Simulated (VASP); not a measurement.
These are LDA (Ceperley-Alder, Perdew-Zunger), VASP's LDA PAW potentials (set 64) (plane waves; VASP) values and carry that method's errors.

The input files of a VASP run:

**KPOINTS**
```
kpoints
0
Gamma
 12 12 12
```

INCAR:
```
ALGO  =  Normal
EDIFF  =  1E-6
ENCUT  =  400
ISIF  =  2
ISMEAR  =  -1
LASPH  =  .TRUE.
LCHARG  =  .FALSE.
LREAL  =  .FALSE.
LWAVE  =  .FALSE.
NELM  =  100
PREC  =  Accurate
SIGMA  =  0.1
SYSTEM  =  B
```

File POSCAR:
```
B
1
    1.8371280000     0.0000000000     0.0000000000
    0.0000000000     1.8371280000     0.0000000000
    0.0000000000     0.0000000000     1.8371280000
B
1
Direct
  0.0000000000   0.0000000000   0.0000000000
```

POTCAR, in this order: B (LDA.64 set). Program: vasp_std.

Output

**OSZICAR**
```
       N       E                     dE             d eps       ncg     rms          rms(c)
DAV:   1    -0.365898490896E+01   -0.36590E+01   -0.13567E+03   915   0.391E+02
DAV:   2    -0.635841277990E+01   -0.26994E+01   -0.23313E+01  1050   0.486E+01
DAV:   3    -0.636549177559E+01   -0.70790E-02   -0.70767E-02   960   0.271E+00
DAV:   4    -0.636549255403E+01   -0.77843E-06   -0.77715E-06  1115   0.279E-02
DAV:   5    -0.636549255389E+01    0.13176E-09   -0.74946E-10   935   0.216E-04    0.147E+00
DAV:   6    -0.634501801001E+01    0.20475E-01   -0.65533E-03   910   0.714E-01    0.890E-01
DAV:   7    -0.633578585093E+01    0.92322E-02   -0.11048E-02   930   0.932E-01    0.709E-02
DAV:   8    -0.633578493892E+01    0.91201E-06   -0.15788E-05   915   0.544E-02    0.568E-03
DAV:   9    -0.633578428431E+01    0.65461E-06   -0.10344E-06   770   0.973E-03
   1 F= -.63357843E+01 E0= -.63302911E+01  d E =-.109865E-01
```

**OUTCAR**
```
------------------------ aborting loop because EDIFF is reached ----------------------------------------
  FORCE on cell =-STRESS in cart. coord.  units (eV):
  Direction    XX          YY          ZZ          XY          YZ          ZX
  --------------------------------------------------------------------------------------
  Total        0.5122641      0.5122641      0.5122641     -0.0000000     -0.0000000     -0.0000000
  in kB      132.3689954    132.3689954    132.3689954     -0.0000000     -0.0000000     -0.0000000
  external PRESSURE =     132.3689954 kB  Pullay stress =       0.0000000 kB
  volume of cell :        6.20
      direct lattice vectors                 reciprocal lattice vectors
     1.837128000  0.000000000  0.000000000     0.544327886  0.000000000  0.000000000
     0.000000000  1.837128000  0.000000000     0.000000000  0.544327886  0.000000000
     0.000000000  0.000000000  1.837128000     0.000000000  0.000000000  0.544327886
 POSITION                                       TOTAL-FORCE (eV/Angst)
 -----------------------------------------------------------------------------------
      0.00000      0.00000      0.00000         0.000000      0.000000      0.000000
 -----------------------------------------------------------------------------------
    total drift:                                0.000000      0.000000     -0.000000
  FREE ENERGIE OF THE ION-ELECTRON SYSTEM (eV)
  ---------------------------------------------------
  free  energy   TOTEN  =        -6.3357842843 eV

  energy  without entropy=       -6.3247978192  energy(sigma->0) =       -6.33029105
```
(Selected blocks of OUTCAR.)

At this cut-off the stress carries a Pulay error, which pulls relaxed volumes low.

The structure was generated: B was put into an ordered model structure, which need not be its known phase. The cell was not relaxed at this level. The run is one of a series of settings (GGA removed, POTCAR B (LDA.64 set) against the base run), some of them coarse on purpose.
